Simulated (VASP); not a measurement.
Here is the system:

```xyz
2
Lattice="0.0000 2.8714 2.8714 2.8714 0.0000 2.8714 2.8714 2.8714 0.0000" Properties=species:S:1:pos:R:3 pbc="T T T"
Ga     0.0000     0.0000     0.0000
As     1.4357     1.4357     1.4357
```

The numbers are results of optB88-vdW, VASP's PBE PAW potentials (set 64) (plane waves; VASP 6.6.1), not measurements. Settings: 520 eV cut-off, Gaussian smearing of 0.050 eV, potentials Ga_d As.

Problem. Give the energies of bands 7 to 12 at the high-symmetry points, in eV from the valence-band maximum.

Solution. 
| band | Γ | X | U | L | W |
|---|---|---|---|---|---|
| 7 | 0.00 | -6.64 | -6.47 | -6.41 | -6.48 |
| 8 | 0.00 | -2.51 | -3.60 | -1.07 | -3.30 |
| 9 | 0.00 | -2.51 | -2.11 | -1.07 | -3.11 |
| 10 | 0.02 | 1.55 | 1.97 | 0.80 | 4.33 |
| 11 | 3.70 | 1.66 | 4.50 | 4.62 | 4.71 |
| 12 | 3.70 | 9.71 | 7.65 | 4.62 | 5.22 |

The gap is direct, 0.02 eV, from the valence maximum at Γ to the conduction minimum at Γ.

Measured: gap 1.57 eV (computed value off by -1.55 eV), as given by Wei Chen et al., Physical Review Materials (2018), doi:10.1103/physrevmaterials.2.073803 [zero-point renormalisation of 0.05 eV added back (the table's ZPR column)].

The compound is GaAs in the zinc blende structure. It was relaxed first, which changed the volume by +5 %.
